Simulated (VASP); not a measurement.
An input for Ansatz (written as the equivalent of a VASP run, and not itself run):

Ansatz 0.2 input:
```yaml
crystal:
  lattice:
    - [4.2467000, 0.0000000, 0.0000000]
    - [0.0000000, 4.2467000, 0.0000000]
    - [0.0000000, 0.0000000, 4.2467000]
  atoms:
    - { symbol: Cu, position: [0.2668270, 0.2684560, 0.7460590] }
    - { symbol: Cu, position: [0.2632730, 0.7252320, 0.2492550] }
    - { symbol: Cu, position: [0.7315120, 0.7503980, 0.7612080] }
    - { symbol: Cu, position: [0.7478900, 0.2519710, 0.2459010] }
    - { symbol: O, position: [0.4995850, 0.5166000, 0.4802480] }
    - { symbol: O, position: [-0.0090870, -0.0126570, 0.0173290] }
kpoints:
  mp_grid: { grid: [4, 4, 4] }
hamiltonian:
  xc: pbe
  pseudopotentials: { kind: paw }
scf:
  occupations: { method: gaussian, width: 0.01 }
  max_iter: 100
output: { forces: true, stress: true, eigenvalues: true }
```

Q: Translate this input to VASP (INCAR, KPOINTS, POSCAR, choice of POTCAR).

A: Several could match; the one computed here: 
KPOINTS:
```
Automatic
0
G
  4 4 4
```

INCAR:
```
ISIF = 2   # forces and stress, cell fixed
LREAL = .False.   # projection in real space or not
PREC = Accurate
EDIFF = 1E-6   # SCF stop (eV)
GGA = PE   # PBE
LWAVE = .False.
SYSTEM = Cu2O
SIGMA = 0.01   # width (eV)
NELM = 100   # most electronic steps
LCHARG = .False.
LASPH = .True.   # aspherical one-centre terms
ALGO = Normal   # blocked Davidson
ISMEAR = 0
LMAXMIX = 4   # l cut-off of mixed one-centre charges
ENCUT = 400   # plane-wave cut-off (eV)
```

**POSCAR**
```
Cu2O
1.0
  4.2467000000   0.0000000000   0.0000000000
  0.0000000000   4.2467000000   0.0000000000
  0.0000000000   0.0000000000   4.2467000000
Cu O
4 2
Cartesian
  1.1331342209   1.1400520952   3.1682887553
  1.1180414491   3.0798427344   1.0585112085
  3.1065120104   3.1867151866   3.2326220136
  3.1760644630   1.0700452457   1.0442677767
  2.1215876195   2.1938452200   2.0394691816
 -0.0385897629  -0.0537504819   0.0735910643
```

POTCAR, in this order: Cu O (PBE.64 set). Program: vasp_std.

The two are equivalent in intent, not identical: each code has its own PAW files, so the cut-off isn't converted (ENCUT is set for VASP's; basis.ecutwfc is left out, and Ansatz then takes the one that its files recommend); Ansatz stops its SCF on the density residual and VASP on the energy change (EDIFF).

The structure comes from a computed database's Cu2O entry; how it stands against other phases isn't given here. The cell was not relaxed at this level, atoms are displaced from their ideal sites.
